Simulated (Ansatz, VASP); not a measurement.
# Ge (Germanium) in two plane-wave programs, part 2 of 2

Wanted: the spread between two codes on one cell, functional and k mesh. The cell is taken from a series of runs on this material, whose earlier steps may have relaxed, scaled, displaced or heated it; both programs get it as it stands.

VASP 6.6.1 and Ansatz 0.2.0.

So far: The starting structure; VASP: zone-centre phonons, LDA.

## Step 2: VASP: zone-centre phonons, LDA (continued)

Level of this step: LDA; plane waves and PAW (Ge_d) (VASP).

Numbers of over 12 decimals in the logs are rounded to 6 here.

Parts of OUTCAR (step 2):

```text
ion  position               nearest neighbor table
   1  0.497  0.497  0.497-   2 2.45   2 2.50   2 2.50   2 2.50
   2  0.753  0.753  0.753-   1 2.45   1 2.50   1 2.50   1 2.50

  LATTYP: Found a trigonal (rhomboedric) cell.
 ALAT       =     3.9890260800
 COS(alpha) =     0.4629989913

 Subroutine GETGRP returns: Found 12 space group operations
 (whereof  6 operations were pure point group operations)

The static configuration has the point symmetry C_3v.
 The point group associated with its full space group is D_3d.

   k-points           NKPTS =   1728   k-points in BZ     NKDIM =   1728   number of bands    NBANDS=     20

   dimension x,y,z NGX =    30 NGY =   30 NGZ =   30
   dimension x,y,z NGXF=    60 NGYF=   60 NGZF=   60

   ENCUT  =  500.0 eV  36.75 Ry    6.06 a.u.   7.27  7.27  7.27*2*pi/ulx,y,z

   NELECT =      28.0000    total number of electrons

 k-points in reciprocal lattice and weights: Points of the shifted mesh
   0.04166667  0.04166667  0.04166667       0.001
   0.04166667  0.04166667  0.12500000       0.001
   0.04166667  0.04166667  0.20833333       0.001
   0.04166667  0.04166667  0.29166667       0.001
   0.04166667  0.04166667  0.37500000       0.001
   0.04166667  0.04166667  0.45833333       0.001
   0.04166667  0.04166667  0.54166667       0.001
   0.04166667  0.04166667  0.62500000       0.001
   0.04166667  0.04166667  0.70833333       0.001
[...]
0.95833333  0.95833333  0.87500000       0.001
   0.95833333  0.95833333  0.95833333       0.001

 average (electrostatic) potential at core
       1 -75.7868       2 -75.7868

  Total       -1.1036802     -1.1036802     -1.1036802      0.5601737      0.5601737      0.5601737
  in kB      -37.3809385    -37.3809385    -37.3809385     18.9727231     18.9727231     18.9727231
  external PRESSURE =     -37.3809385 kB  Pullay stress =       0.0000000 kB

  energy-cutoff  :      500.00
  volume of cell :       47.30
      direct lattice vectors                 reciprocal lattice vectors
    -0.103453742  2.819718638  2.819718638    -0.167850603  0.174243489  0.174243489
     2.819718638 -0.103453742  2.819718638     0.174243489 -0.167850603  0.174243489
     2.819718638  2.819718638 -0.103453742     0.174243489  0.174243489 -0.167850603

 POSITION                                       TOTAL-FORCE (eV/Angst)
 -----------------------------------------------------------------------------------
      2.75394      2.75394      2.75394        -0.002806     -0.002806     -0.002806
      4.16604      4.16604      4.16604         0.002806      0.002806      0.002806
 -----------------------------------------------------------------------------------
    total drift:                                0.000000     -0.000000      0.000000

 Eigenvectors and eigenvalues of the dynamical matrix
 ----------------------------------------------------

   1 f  =    8.551288 THz    53.729326 2PiTHz  285.240261 cm-1    35.365269 meV
             X         Y         Z           dx          dy          dz
      2.753936  2.753936  2.753936     0.408248    0.408248    0.408248
      4.166044  4.166044  4.166044    -0.408248   -0.408248   -0.408248

   2 f  =    8.003821 THz    50.289491 2PiTHz  266.978732 cm-1    33.101129 meV
             X         Y         Z           dx          dy          dz
      2.753936  2.753936  2.753936     0.288675    0.288675   -0.577350
      4.166044  4.166044  4.166044    -0.288675   -0.288675    0.577350

   3 f  =    8.003821 THz    50.289491 2PiTHz  266.978732 cm-1    33.101129 meV
             X         Y         Z           dx          dy          dz
      2.753936  2.753936  2.753936    -0.500000    0.500000    0.000000
      4.166044  4.166044  4.166044     0.500000   -0.500000   -0.000000

   4 f  =    0.000000 THz     0.000001 2PiTHz    0.000004 cm-1     0.000000 meV
             X         Y         Z           dx          dy          dz
      2.753936  2.753936  2.753936     0.361379    0.583314    0.170735
      4.166044  4.166044  4.166044     0.361379    0.583314    0.170735

   5 f  =    0.000000 THz     0.000000 2PiTHz    0.000002 cm-1     0.000000 meV
             X         Y         Z           dx          dy          dz
      2.753936  2.753936  2.753936     0.607379   -0.353872   -0.076586
      4.166044  4.166044  4.166044     0.607379   -0.353872   -0.076586

   6 f/i=    0.000000 THz     0.000001 2PiTHz    0.000004 cm-1     0.000000 meV
             X         Y         Z           dx          dy          dz
      2.753936  2.753936  2.753936     0.022266    0.185795   -0.681898
      4.166044  4.166044  4.166044     0.022266    0.185795   -0.681898

 ELASTIC MODULI CONTR FROM IONIC RELAXATION (kBar)
 Direction    XX          YY          ZZ          XY          YZ          ZX
 --------------------------------------------------------------------------------
 XX          -4.5340     -3.9016     -3.9016    -16.0193    -23.7557    -13.8413
 YY          -3.9016     -4.5340     -3.9016    -13.8413    -16.0193    -23.7557
 ZZ          -3.9016     -3.9016     -4.5340    -23.7557    -13.8413    -16.0193
 XY         -16.0193    -13.8413    -23.7557   -163.5278    -34.7421    -34.7421
 YZ         -23.7557    -16.0193    -13.8413    -34.7421   -163.5278    -34.7421
 ZX         -13.8413    -23.7557    -16.0193    -34.7421    -34.7421   -163.5278
 --------------------------------------------------------------------------------
```

Energies printed during the response cycles are not total energies of the cell.

## Step 3: Ansatz: zone-centre phonons, LDA

Ansatz runs on its PAW soft_1 files.

The same cell, functional (in two slightly different forms), mesh and smearing now go to Ansatz, which takes its cutoff from its data sets.

input.yaml reads:

```yaml
crystal:
  lattice:
    - [-0.1034537417, 2.8197186376, 2.8197186376]
    - [2.8197186376, -0.1034537417, 2.8197186376]
    - [2.8197186376, 2.8197186376, -0.1034537417]
  atoms:
    - { symbol: Ge, position: [0.4974609918, 0.4974609918, 0.4974609918] }
    - { symbol: Ge, position: [0.7525390082, 0.7525390082, 0.7525390082] }
kpoints:
  mp_grid: { grid: [12, 12, 12], shift: [0.5, 0.5, 0.5] }
hamiltonian:
  xc: lda
  pseudopotentials: { kind: paw, azcp: { folder: soft_1 }, xc_functional: pbe }
scf:
  occupations: { method: gaussian, width: 0.015 }
output:
  eigenvalues: true
phonons:
  method: dfpt
```

Started as:

```console
> ansatz run input.yaml --threads 4 --pin off --max-ram 10240MiB --backend cpu --events-out ev --progress --plain --runs-dir out
```

The log of the run:

```text
Engine: ansatz 0.2.0, aarch64-unknown-linux-gnu
Pseudopotentials: kind: paw
Pseudopotential: Ge, paw, valence charge 14, recommended cutoff 420 eV (normal), soft_1/Ge.paw.azcp
Functional definition: SPW92
  exchange = slater_x
  correlation = pw_c
Crystal: 2 atoms, lattice volume = 47.305 Å³
Basis set: ecut = 420 eV, 911 PW (Γ), exchange–correlation on 64×64×64 points (8 copies of the dense FFT grid, shifted against one another)
Bands: 18, of which v1, the nominal top of the filled ones, is band 14 counted from 1 (13 counted from 0)
Symmetry: 12 space group operations
k-points: 468 of 1728 (irreducible under 2 space group operations, time reversal used)
Non-local potential: Ge, projectors of the file, l = 0: 2, l = 1: 2, l = 2: 3, l = 3: 1
PAW form: soft (Blöchl's): semilocal exchange-correlation on the pseudo side does not see the compensation charge
PAW frozen core: Ge, regenerated for the run's functional, and the local potential with it (the file was generated under x = pbe(κ = 0.804, μ = 0.219515), c = pbe(β = 0.066725))
PAW one-centre angular grid: Ge, 590 points (default); XC on 64 Gauss nodes
Initial density: superposition of atomic densities (chi_scale 0.1, normalization cell)
Initial wavefunctions: pseudopotential atomic-orbital guess
Functional: x = slater, c = lda
SCF iter   1: F=—  HF=-8431.509294 eV  |F-HF|=—  |Δ(HF+E_count)|=         —  Δρ=3.22e-2  dr2=4.58e-1  ethr=3.10e-3  ⟨swp⟩=6.0  Hψ=38646  notcnv=0
preconditioner: auto → none  [insulator: Δε(μ)=0.072 eV  Ē_g=23.202 eV  σ=0.015 eV  W_gap=0.67  n_scr=14 (ndim 8)  ℏωp=28.6 eV  f_vac=0.000  D(μ)=0.24/eV (n_scr^D=0)  ε∞_Penn≈2.5]
SCF iter   2: F=—  HF=-8431.400811 eV  |F-HF|=—  |Δ(HF+E_count)|=   1.08e-1  Δρ=1.48e-2  dr2=7.55e-2  ethr=1.64e-3  ⟨swp⟩=2.0  Hψ=14030  notcnv=0
SCF iter   3: F=—  HF=-8431.387106 eV  |F-HF|=—  |Δ(HF+E_count)|=   1.37e-2  Δρ=1.83e-3  dr2=4.95e-4  ethr=2.70e-4  ⟨swp⟩=2.1  Hψ=12229  notcnv=0
SCF iter   4: F=—  HF=-8431.387235 eV  |F-HF|=—  |Δ(HF+E_count)|=   1.28e-4  Δρ=2.98e-4  dr2=2.37e-5  ethr=1.77e-6  ⟨swp⟩=2.0  Hψ=16802  notcnv=0
SCF iter   5: F=—  HF=-8431.387233 eV  |F-HF|=—  |Δ(HF+E_count)|=   1.80e-6  Δρ=6.48e-5  dr2=1.59e-6  ethr=8.48e-8  ⟨swp⟩=2.0  Hψ=14977  notcnv=0
SCF iter   6: F=—  HF=-8431.387233 eV  |F-HF|=—  |Δ(HF+E_count)|=   3.28e-7  Δρ=1.35e-5  dr2=7.27e-8  ethr=5.67e-9  ⟨swp⟩=2.0  Hψ=14977  notcnv=0
SCF iter   7: F=—  HF=-8431.387232 eV  |F-HF|=—  |Δ(HF+E_count)|=   1.78e-7  Δρ=2.66e-6  dr2=3.26e-9  ethr=2.60e-10  ⟨swp⟩=2.0  Hψ=14977  notcnv=0
SCF iter   8: F=—  HF=-8431.387232 eV  |F-HF|=—  |Δ(HF+E_count)|=   5.72e-9  Δρ=2.99e-7  dr2=2.95e-11  ethr=1.17e-11  ⟨swp⟩=2.0  Hψ=14977  notcnv=0
SCF iter   9: F=-8431.387232 eV  HF=-8431.387232 eV  |F-HF|=3.64e-12  |Δ(HF+E_count)|=  4.73e-11  Δρ=1.76e-8  dr2=1.17e-13  ethr=1.00e-12  ⟨swp⟩=5.2  Hψ=36282  notcnv=0
SCF 1 converged in 9 iterations: F = -8431.387232 eV  dr2 = 1.17e-13
  greatest PAW one-centre occupation: 0.998 electrons in one spin orbital (limit 2), on the Ge atom at site 1 (counted from 0), in its partial waves of l = 2
DFPT response loops at Γ: preconditioner auto → Kerker (q_TF=auto, 2.500 Å⁻¹) (partly filled bands, converged f_vac=0.070); β = 1.00, the filter's whole step (`scf.mixing.beta` (0.50) is not read by the response loops under this deck's `scf.mixing.preconditioner`; to damp them name `kerker` or `kerker_dos`, under which they read `scf.mixing.beta`, and type it under 1.00, their step now; both keys bind the ground state too); Broyden in place of MSR1
SCF converged after 9 iterations
Free energy (F): -8431.387232 eV
Harris-Foulkes:  -8431.387232 eV  (|F-HF|=3.64e-12)
Internal energy: -8431.387232 eV  (E = F + TS)
E sigma→0 (E₀):  -8431.387232 eV
Fermi energy:    7.548362 eV
--- Per-component energies (eV) ---
  E_band       = -325.019482
  E_kinetic    = 185.424753
  E_local      = -4573.341108  (includes V_loc(G=0)·N_el)
  E_nonlocal   = 441.049930
  E_hartree    = 2170.829170
  E_xc         = -142.381281
  E_vxc        = -130.651955  (∫ρ·V_xc dr)
  E_paw        = -3868.213051  (= ΣΔE_a)
  E_vpaw       = -589.159492  (= ΣTr[D̂ρ^β])
  E_aug_tail   = 0.000029  (compensation charges beyond the density's cutoff)
  E_ewald      = -2648.572329
  E_core_change = 3.816653  (= ΣΔE_core)
  E_smearing   = -0.000000  (= −TS)
  E_closure    = 0.000000  (closes the sum)
  Σ components = -8431.387232   (vs F -8431.387232, Δ=0.00e0)
--- Band table (eV; the first three rows and the last of 468) ---
  k-point 0: bands = [... 10 lower, -4.8019, 6.6928, 7.4868, 7.4868, 8.0593, 10.0788, 10.0788, 10.6722]
  k-point 1: bands = [... 10 lower, -4.6937, 5.5088, 7.3701, 7.4412, 8.3823, 10.1807, 10.3902, 11.1587]
  k-point 2: bands = [... 10 lower, -4.4327, 4.0125, 7.0366, 7.1782, 8.4395, 10.5827, 10.8769, 12.1296]
  k-point 467: bands = [... 10 lower, -2.9149, 0.2158, 6.2403, 6.2850, 8.0292, 11.4308, 11.4836, 14.8491]
--- Phonons (Γ-DFPT): 1 representative perturbation + reference, on 468 of 1728 k-points (Σ response iterations 3) ---
  k mesh reduced under 2 symmetry operations, with k and −k counted as one. Each operation leaves every solved perturbation unchanged. A smaller set is not used because it would not reduce the number of displacements times k-points to solve
  ASR residual: 1.599e-5 → 0.000e0 eV/Å²; symmetrization residual: 2.291e-12 eV/Å²
  ASR residual per site (eV/Å²): 1.60e-5 1.60e-5
  Γ frequencies (cm⁻¹): 0.00 0.00 0.00 266.56 266.56 283.82
  non-analytic LO–TO correction: not included (Born effective charges unavailable; polar crystals: no LO–TO splitting at Γ)
```

## Step 4: Comparison

Known differences besides the potentials themselves: the two LDA forms differ slightly; the cutoff is 420 eV in Ansatz and 500 eV in VASP; VASP's log shows a relativistic correction to its local exchange, Ansatz's none. Total energies have different zeros and are not compared.

The two programs side by side:

```tsv
quantity	Ansatz	VASP	difference
optical mode 1 to 2 (cm⁻¹)	266.6	267.0	-0.16 %
optical mode 3 (cm⁻¹)	283.8	285.2	-0.50 %
```

Our record labels this cell a metal in VASP alone; each run is judged by its own test, so with a small gap or wide smearing the label says little about the levels. Modes are paired by rising frequency, not by their patterns, so a pair may set unlike modes beside each other; they are those without the splitting of longitudinal modes.

## Step 5: Results

```
r.m.s. difference of the optical zone-centre modes, each program's sorted by frequency (zone-centre phonons, LDA) : 0.89 cm⁻¹
```

**Reading.** The r.m.s. difference of the optical zone-centre modes, each program's sorted by frequency is 0.89 cm⁻¹ (zone-centre phonons, LDA). Such differences can come from data sets, numerical settings and the points named under the comparisons, not from the functional's error against experiment.

[Lines on the potential files, build, host, timing and source positions are cut from VASP's logs without a mark.]

[Logs are printed without paths, hosts, clocks, repeated set-up lines and the standing remarks that a program may print on its own settings, such as how far it seeks lower states.]

[Hosts, paths, dates, database ids (printed as entryN), source tags and the programs' standing remarks are cut or masked in the printed files.]
